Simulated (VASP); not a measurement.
InAs:

```
In As
1.0
     0.00000    3.09316    3.09316
     3.09316    0.00000    3.09316
     3.09316    3.09316    0.00000
In As
1 1
Direct
  0.00000 0.00000 0.00000
  0.25000 0.25000 0.25000
```

| Property | Result |
| --- | --- |
| Program | VASP 6.6.1 |
| Task | relaxation of cell and atoms |
| Functional | PBEsol |
| Potentials or basis | VASP PAW PBE potentials, release 64 (In_d, As) |
| Cutoff | 600 eV |
| k mesh | 12 × 12 × 12 |
| Occupations | gaussian, width 0.1 eV |
| Spin | no spin polarisation |

At the start: pressure -2.3 GPa; volume 29.59 Å³/atom.

Problem. Where does the relaxation end?

Solution. Over 3 steps the energy falls by 10.2 meV/atom and the volume is 28.25 Å³/atom (-4.6 %); space group F-43m (No. 216, to 0.05 Å).

Step by step:
```csv
step,energy change (eV),largest force (eV/Å),pressure (GPa),volume (Å³)
1,0.0000,0.0000,-2.29,59.19
2,-0.0181,0.0000,0.91,55.64
3,-0.0204,0.0000,0.00,56.49
```

Final structure:
```
In As
1.0
     0.00000    3.04543    3.04543
     3.04543    0.00000    3.04543
     3.04543    3.04543    0.00000
In As
1 1
Direct
  0.00000 0.00000 0.00000
  0.25000 0.25000 0.25000
```

Caveat: the PAW data sets were made with another functional, which shifts forces and pressure a little.
